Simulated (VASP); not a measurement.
Given:

```yaml
crystal:
  lattice:
    - [1.36271, -2.36028, 0.00000]
    - [1.36271, 2.36028, 0.00000]
    - [0.00000, 0.00000, 4.36537]
  atoms:
    - { symbol: Tc, position: [0.33333, 0.66667, 0.25000] }
    - { symbol: Tc, position: [0.66667, 0.33333, 0.75000] }
```

Method: vdW-DF-cx, VASP's PBE PAW potentials (set 64) (plane waves; VASP). Run with 520 eV cut-off, Gaussian smearing of 0.050 eV, potentials Tc_pv.

Problem. Predict the band gap (along the path) with the smallest direct gap where there is one.

Solution. 
The band gap (along the path) is none (metal, semimetal or under 0.01 eV).

The absolute energy has meaning only against runs of the same code, potentials and settings.

The compound is Tc in the hcp structure. It was relaxed first.
